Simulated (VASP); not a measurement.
Output of a VASP run:

**OSZICAR**
```
...
DAV:   5    -0.246429076989E+02   -0.45129E-02   -0.45126E-02  3620   0.168E+00    0.247E+01
DAV:   6    -0.214028419522E+02    0.32401E+01   -0.15586E+01  2816   0.286E+01    0.987E+00
DAV:   7    -0.212700442550E+02    0.13280E+00   -0.68634E-01  2896   0.710E+00    0.723E+00
DAV:   8    -0.212560304981E+02    0.14014E-01   -0.13670E-01  2676   0.314E+00    0.176E+00
DAV:   9    -0.212510815080E+02    0.49490E-02   -0.31020E-02  2956   0.114E+00    0.480E-01
DAV:  10    -0.212511954692E+02   -0.11396E-03   -0.18684E-03  2928   0.537E-01    0.370E-01
DAV:  11    -0.212510161723E+02    0.17930E-03   -0.61902E-04  2752   0.194E-01    0.168E-02
DAV:  12    -0.212510150133E+02    0.11590E-05   -0.10836E-05  3516   0.354E-02    0.102E-02
DAV:  13    -0.212510147960E+02    0.21731E-06   -0.35469E-07  1604   0.577E-03
   1 F= -.18238110E+02 E0= -.18238050E+02  d E =-.182381E+02
       N       E                     dE             d eps       ncg     rms          rms(c)
DAV:   1    -0.220290961825E+02   -0.77808E+00   -0.42439E+01  2508   0.778E+01    0.179E+01
DAV:   2    -0.209284368385E+02    0.11007E+01   -0.21981E+00  2508   0.197E+01    0.502E+00
DAV:   3    -0.207531195095E+02    0.17532E+00   -0.14287E+00  3488   0.104E+01    0.235E+00
DAV:   4    -0.207815244841E+02   -0.28405E-01   -0.26197E-02  2896   0.180E+00    0.101E+00
DAV:   5    -0.207993402270E+02   -0.17816E-01   -0.30763E-02  3588   0.116E+00    0.635E-01
DAV:   6    -0.208042113135E+02   -0.48711E-02   -0.53394E-03  4032   0.543E-01    0.120E-01
DAV:   7    -0.208043500556E+02   -0.13874E-03   -0.13065E-04  2816   0.130E-01    0.514E-02
DAV:   8    -0.208043699333E+02   -0.19878E-04   -0.28569E-05  3456   0.694E-02    0.424E-03
DAV:   9    -0.208043704510E+02   -0.51775E-06   -0.13083E-06  1852   0.119E-02
   2 F= -.18110268E+02 E0= -.18110105E+02  d E =0.127842E+00
       N       E                     dE             d eps       ncg     rms          rms(c)
DAV:   1    -0.216987253783E+02   -0.89436E+00   -0.20266E+01  2512   0.561E+01    0.117E+01
DAV:   2    -0.212799793934E+02    0.41875E+00   -0.16184E+00  2652   0.158E+01    0.370E+00
DAV:   3    -0.211584643855E+02    0.12152E+00   -0.52291E-01  3488   0.666E+00    0.108E+00
DAV:   4    -0.211700550813E+02   -0.11591E-01   -0.14738E-02  3156   0.107E+00    0.711E-01
DAV:   5    -0.211810541174E+02   -0.10999E-01   -0.26962E-02  3812   0.901E-01    0.152E-01
DAV:   6    -0.211811540649E+02   -0.99948E-04   -0.44858E-04  2848   0.192E-01    0.803E-02
DAV:   7    -0.211810580176E+02    0.96047E-04   -0.51054E-04  3156   0.287E-01    0.147E-01
DAV:   8    -0.211812022959E+02   -0.14428E-03   -0.17798E-04  2748   0.176E-01    0.574E-03
DAV:   9    -0.211812029321E+02   -0.63622E-06   -0.73474E-06  3348   0.215E-02
   3 F= -.18263440E+02 E0= -.18263411E+02  d E =-.253299E-01
       N       E                     dE             d eps       ncg     rms          rms(c)
DAV:   1    -0.211786573828E+02    0.25449E-02   -0.27165E-03  2512   0.632E-01    0.131E-01
DAV:   2    -0.211785954755E+02    0.61907E-04   -0.18151E-04  2568   0.173E-01    0.376E-02
DAV:   3    -0.211785827460E+02    0.12729E-04   -0.69623E-05  3508   0.754E-02    0.147E-02
DAV:   4    -0.211785843886E+02   -0.16425E-05   -0.16094E-06  2644   0.125E-02    0.823E-03
DAV:   5    -0.211785857370E+02   -0.13485E-05   -0.30217E-06  2456   0.101E-02    0.267E-03
DAV:   6    -0.211785858366E+02   -0.99542E-07   -0.83750E-08  1296   0.308E-03
   4 F= -.18263463E+02 E0= -.18263435E+02  d E =-.253532E-01
```

### OUTCAR
```
------------------------ aborting loop because EDIFF is reached ----------------------------------------
  FORCE on cell =-STRESS in cart. coord.  units (eV):
  Direction    XX          YY          ZZ          XY          YZ          ZX
  --------------------------------------------------------------------------------------
  Total        2.9097235      2.9097235      2.9097235      0.0000000      0.0000000      0.0000000
  in kB      199.6295624    199.6295624    199.6295624      0.0000000      0.0000000      0.0000000
  external PRESSURE =      -0.3704376 kB  Pullay stress =     200.0000000 kB
  volume of cell :       23.35
      direct lattice vectors                 reciprocal lattice vectors
    -0.000000000  2.268658616  2.268658616    -0.220394552  0.220394552  0.220394552
     2.268658616 -0.000000000  2.268658616     0.220394552 -0.220394552  0.220394552
     2.268658616  2.268658616  0.000000000     0.220394552  0.220394552 -0.220394552
 POSITION                                       TOTAL-FORCE (eV/Angst)
 -----------------------------------------------------------------------------------
      2.26866      2.26866      0.00000        -0.000000      0.000000     -0.000000
      2.26866      2.26866      2.26866         0.000000     -0.000000      0.000000
 -----------------------------------------------------------------------------------
    total drift:                                0.000000      0.000000      0.000000
  FREE ENERGIE OF THE ION-ELECTRON SYSTEM (eV)
  ---------------------------------------------------
  free  energy   TOTEN  =       -21.1785858366 eV

  energy  without entropy=      -21.1785002995  energy(sigma->0) =      -21.17855732
  enthalpy is  TOTEN    =       -18.2634630256 eV   P V=        2.9151228109

 reached required accuracy - stopping structural energy minimisation
```
(Selected blocks of OUTCAR.)

**POSCAR**
```
ZrC
1
    0.0000000000     2.2937460955     2.2937460955
    2.2937460955     0.0000000000     2.2937460955
    2.2937460955     2.2937460955     0.0000000000
Zr C
1 1
Direct
  0.0000000000   0.0000000000   0.0000000000
  0.5000000000   0.5000000000   0.5000000000
```

Problem. Write an INCAR and KPOINTS that could have produced this output.

Solution. This is not unique; one that fits is the input of the run itself, LDA (Ceperley-Alder, Perdew-Zunger), plane waves, VASP's LDA PAW potentials (set 64).

INCAR:
```
EDIFF = 1E-6   # SCF stop (eV)
EDIFFG = -0.02   # ionic stop
LWAVE = .False.
ISMEAR = 1   # Methfessel-Paxton
PSTRESS = 200   # kbar
LREAL = .False.   # projection in real space or not
ALGO = Normal   # blocked Davidson
SIGMA = 0.1   # width (eV)
NSW = 40   # most ionic steps
SYSTEM = ZrC
ISIF = 3   # ions, shape and volume
PREC = Accurate
ENCUT = 620
LMAXMIX = 4
NELM = 100
IBRION = 2   # conjugate gradients
LCHARG = .False.
LASPH = .True.   # aspherical one-centre terms
```

File KPOINTS:
```
Automatic
0
gamma
 14 14 14
0 0 0
```

POTCAR, in this order: Zr_sv C (LDA.64 set). Program: vasp_std.

Energy and stress use the plane-wave basis of the starting cell.

The compound is ZrC in the rock salt structure. This run relaxes it under an external pressure of 20 GPa. Symmetry was kept, so distortions that lower it aren't found.
